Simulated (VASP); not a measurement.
Output of a VASP run:

OUTCAR:
```
 ion  position               nearest neighbor table
   1  0.333  0.667  0.250-   2 2.77   2 2.77   2 2.77   2 2.77   2 2.77   2 2.77
   2  0.667  0.333  0.750-   1 2.77   1 2.77   1 2.77   1 2.77   1 2.77   1 2.77
  LATTYP: Found a hexagonal cell.
 ALAT       =     2.7875617250
 C/A-ratio  =     1.6206201655
 Subroutine PRICEL returns:
 Original cell was already a primitive cell.
 Subroutine GETGRP returns: Found 24 space group operations
The static configuration has the point symmetry D_3d.
 The point group associated with its full space group is D_6h.
The dynamic configuration has the point symmetry D_3d.
 Subroutine INISYM returns: Found 24 space group operations
 Subroutine IBZKPT returns following result:
 Found    135 irreducible k-points:

 Following reciprocal coordinates:
            Coordinates               Weight
  0.000000  0.000000  0.000000      1.000000
  0.066667  0.000000  0.000000      6.000000
  0.133333  0.000000  0.000000      6.000000
  0.200000 -0.000000  0.000000      6.000000
  0.266667  0.000000  0.000000      6.000000
  0.333333  0.000000  0.000000      6.000000
  0.400000 -0.000000  0.000000      6.000000
  0.466667  0.000000  0.000000      6.000000
  0.066667  0.066667  0.000000      6.000000
  0.133333  0.066667  0.000000     12.000000
  0.200000  0.066667  0.000000     12.000000
  0.266667  0.066667  0.000000     12.000000
  0.333333  0.066667  0.000000     12.000000
  0.400000  0.066667  0.000000     12.000000
  0.466667  0.066667  0.000000      6.000000
  0.133333  0.133333  0.000000      6.000000
  0.200000  0.133333  0.000000     12.000000
  0.266667  0.133333  0.000000     12.000000
  0.333333  0.133333  0.000000     12.000000
  0.400000  0.133333  0.000000     12.000000
  0.200000  0.200000  0.000000      6.000000
  0.266667  0.200000  0.000000     12.000000
  0.333333  0.200000  0.000000     12.000000
  0.400000  0.200000  0.000000      6.000000
  0.266667  0.266667  0.000000      6.000000
  0.333333  0.266667  0.000000     12.000000
  0.333333  0.333333  0.000000      2.000000
  0.000000  0.000000  0.125000      2.000000
  0.066667  0.000000  0.125000     12.000000
  0.133333  0.000000  0.125000     12.000000
  0.200000 -0.000000  0.125000     12.000000
  0.266667  0.000000  0.125000     12.000000
  0.333333  0.000000  0.125000     12.000000
  0.400000 -0.000000  0.125000     12.000000
  0.466667  0.000000  0.125000     12.000000
  0.066667  0.066667  0.125000     12.000000
  0.133333  0.066667  0.125000     24.000000
  0.200000  0.066667  0.125000     24.000000
  0.266667  0.066667  0.125000     24.000000
  0.333333  0.066667  0.125000     24.000000
   k-points           NKPTS =    135   k-points in BZ     NKDIM =    135   number of bands    NBANDS=     11
   number of dos      NEDOS =    301   number of ions     NIONS =      2
   total plane-waves  NPLWV =  20736
   dimension x,y,z NGX =    24 NGY =   24 NGZ =   36
   dimension x,y,z NGXF=    48 NGYF=   48 NGZF=   72
   ions per type =               2
   PREC   = accura    normal or accurate (medium, high low for compatibility)
   ISTART =      0    job   : 0-new  1-cont  2-samecut
   ICHARG =      2    charge: 1-file 2-atom 10-const
   ISPIN  =      1    spin polarized calculation?
   LNONCOLLINEAR =      F non collinear calculations
   LSORBIT =      F    spin-orbit coupling
   INIWAV =      1    electr: 0-lowe 1-rand  2-diag
   ENCUT  =  520.0 eV  38.22 Ry    6.18 a.u.   5.18  5.18  8.40*2*pi/ulx,y,z
   NELM   =    100;   NELMIN=  2; NELMDL= -5     # of ELM steps
   EDIFF  = 0.1E-06   stopping-criterion for ELM
   LREAL  =      F    real-space projection
   NLSPLINE    = F    spline interpolate recip. space projectors
   LMAXMIX     =    6 max onsite mixed and CHGCAR
   VOSKOWN=      0    Vosko Wilk Nusair interpolation
   EDIFFG = -.1E-01   stopping-criterion for IOM
   NSW    =     30    number of steps for IOM
...
```

File OSZICAR:
```
...
DAV:  13    -0.142113064433E+03   -0.63664E-02   -0.20602E-02  4635   0.238E+00    0.129E+00
DAV:  14    -0.142099495108E+03    0.13569E-01   -0.57761E-02  4627   0.396E+00    0.153E-01
DAV:  15    -0.142098841456E+03    0.65365E-03   -0.14098E-02  4544   0.190E+00    0.210E-01
DAV:  16    -0.142098999009E+03   -0.15755E-03   -0.16637E-04  5215   0.200E-01    0.254E-01
DAV:  17    -0.142098274589E+03    0.72442E-03   -0.66655E-04  4881   0.420E-01    0.158E-01
DAV:  18    -0.142097914355E+03    0.36023E-03   -0.14856E-03  4581   0.631E-01    0.530E-02
DAV:  19    -0.142097960965E+03   -0.46610E-04   -0.17487E-04  5340   0.189E-01    0.119E-02
DAV:  20    -0.142097969967E+03   -0.90020E-05   -0.37488E-06  4845   0.295E-02    0.130E-02
DAV:  21    -0.142097956783E+03    0.13184E-04   -0.54527E-06  4674   0.346E-02    0.105E-02
DAV:  22    -0.142097899446E+03    0.57337E-04   -0.14274E-04  4616   0.195E-01    0.456E-03
DAV:  23    -0.142097906399E+03   -0.69533E-05   -0.20419E-05  4587   0.679E-02    0.131E-02
DAV:  24    -0.142097901841E+03    0.45584E-05   -0.10180E-05  4913   0.438E-02    0.642E-03
DAV:  25    -0.142097900491E+03    0.13494E-05   -0.37951E-06  5243   0.341E-02    0.121E-03
DAV:  26    -0.142097900645E+03   -0.15354E-06   -0.30890E-07  2742   0.106E-02    0.274E-03
DAV:  27    -0.142097900474E+03    0.17099E-06   -0.40381E-08  1896   0.103E-02    0.726E-04
DAV:  28    -0.142097899662E+03    0.81169E-06   -0.15051E-07  2027   0.878E-03    0.354E-03
DAV:  29    -0.142097899605E+03    0.56819E-07   -0.49844E-08  1851   0.151E-02
   1 F= -.14209790E+03 E0= -.14209815E+03  d E =-.142098E+03
       N       E                     dE             d eps       ncg     rms          rms(c)
DAV:   1    -0.142097956105E+03   -0.56443E-04   -0.74857E-03  4491   0.329E+00    0.505E-02
DAV:   2    -0.142097926089E+03    0.30016E-04   -0.12316E-04  5738   0.202E-01    0.411E-02
DAV:   3    -0.142097933900E+03   -0.78111E-05   -0.48095E-04  4457   0.278E-01    0.110E-02
DAV:   4    -0.142097903954E+03    0.29947E-04   -0.22050E-04  4494   0.191E-01    0.148E-02
DAV:   5    -0.142097897880E+03    0.60737E-05   -0.22226E-05  4559   0.644E-02    0.648E-03
DAV:   6    -0.142097901230E+03   -0.33496E-05   -0.80208E-06  4613   0.456E-02    0.396E-03
DAV:   7    -0.142097903615E+03   -0.23850E-05   -0.37044E-05  3932   0.880E-02    0.215E-03
DAV:   8    -0.142097899039E+03    0.45760E-05   -0.14572E-05  4369   0.564E-02    0.958E-04
DAV:   9    -0.142097898942E+03    0.97152E-07   -0.59032E-07  4048   0.131E-02
   2 F= -.14209790E+03 E0= -.14209819E+03  d E =0.663881E-06
       N       E                     dE             d eps       ncg     rms          rms(c)
DAV:   1    -0.142097928293E+03   -0.29254E-04   -0.18939E-03  4485   0.166E+00    0.254E-02
DAV:   2    -0.142097925189E+03    0.31033E-05   -0.30322E-05  5748   0.101E-01    0.206E-02
DAV:   3    -0.142097918015E+03    0.71739E-05   -0.11934E-04  4457   0.139E-01    0.528E-03
DAV:   4    -0.142097916543E+03    0.14722E-05   -0.57629E-05  4482   0.982E-02    0.757E-03
DAV:   5    -0.142097914070E+03    0.24736E-05   -0.61377E-06  4546   0.345E-02    0.323E-03
DAV:   6    -0.142097913992E+03    0.77692E-07   -0.27878E-06  4581   0.268E-02    0.208E-03
DAV:   7    -0.142097914346E+03   -0.35387E-06   -0.79288E-06  4070   0.414E-02    0.836E-04
DAV:   8    -0.142097913554E+03    0.79187E-06   -0.30397E-06  4467   0.263E-02    0.480E-04
DAV:   9    -0.142097913479E+03    0.75256E-07   -0.36813E-07  2789   0.949E-03
   3 F= -.14209791E+03 E0= -.14209818E+03  d E =-.138732E-04
```

### OUTCAR
```
------------------------ aborting loop because EDIFF is reached ----------------------------------------
  FORCE on cell =-STRESS in cart. coord.  units (eV):
  Direction    XX          YY          ZZ          XY          YZ          ZX
  --------------------------------------------------------------------------------------
  Total       -4.0298935     -4.0298931     -4.0302792      0.0000000     -0.0000000      0.0000000
  in kB     -212.3825306   -212.3825125   -212.4028590      0.0000000     -0.0000000      0.0000000
  external PRESSURE =    -212.3893007 kB  Pullay stress =       0.0000000 kB
  volume of cell :       30.40
      direct lattice vectors                 reciprocal lattice vectors
     1.393450349 -2.413526701  0.000000000     0.358821540 -0.207165721 -0.000000000
     1.393450349  2.413526701  0.000000000     0.358821540  0.207165721  0.000000000
     0.000000000 -0.000000000  4.519722349    -0.000000000 -0.000000000  0.221252529
 POSITION                                       TOTAL-FORCE (eV/Angst)
 -----------------------------------------------------------------------------------
      1.39345      0.80451      1.12993         0.000000     -0.000000      0.000000
      1.39345     -0.80451      3.38979        -0.000000      0.000000      0.000000
 -----------------------------------------------------------------------------------
    total drift:                               -0.000000      0.000016     -0.000016
  FREE ENERGIE OF THE ION-ELECTRON SYSTEM (eV)
  ---------------------------------------------------
  free  energy   TOTEN  =      -142.0979134786 eV

  energy  without entropy=     -142.0987153647  energy(sigma->0) =     -142.09818077

 reached required accuracy - stopping structural energy minimisation
```
(Selected blocks of OUTCAR.)

POSCAR:
```
Re
1
    1.3937809116    -2.4140992401     0.0000000000
    1.3937809116     2.4140992401     0.0000000000
    0.0000000000     0.0000000000     4.5175787441
Re
2
Direct
  0.3333330000   0.6666670000   0.2500000000
  0.6666670000   0.3333330000   0.7500000000
```

Task: Reconstruct the remaining input files.

Result: One answer among several that fit: the input of the run itself, SCAN meta-GGA, plane waves, VASP's PBE PAW potentials (set 64).

**KPOINTS**
```
Automatic mesh
0
Gamma
15 15 8
0 0 0
```

### INCAR
```
ALGO = Normal
EDIFF = 1E-7
EDIFFG = -0.01
ENCUT = 520
IBRION = 2
ISIF = 4
ISMEAR = 1
LASPH = .TRUE.
LCHARG = .FALSE.
LMAXMIX = 6
LMIXTAU = .TRUE.
LREAL = .FALSE.
LWAVE = .FALSE.
METAGGA = SCAN
NELM = 100
NSW = 30
PREC = Accurate
SIGMA = 0.1
SYSTEM = Re
```

POTCAR, in this order: Re (PBE.64 set). Program: vasp_std.

The compound is Re in the hcp structure. This cell is one point of a volume scan, at 1.06 of the reference volume. Symmetry was kept, so distortions that lower it aren't found.
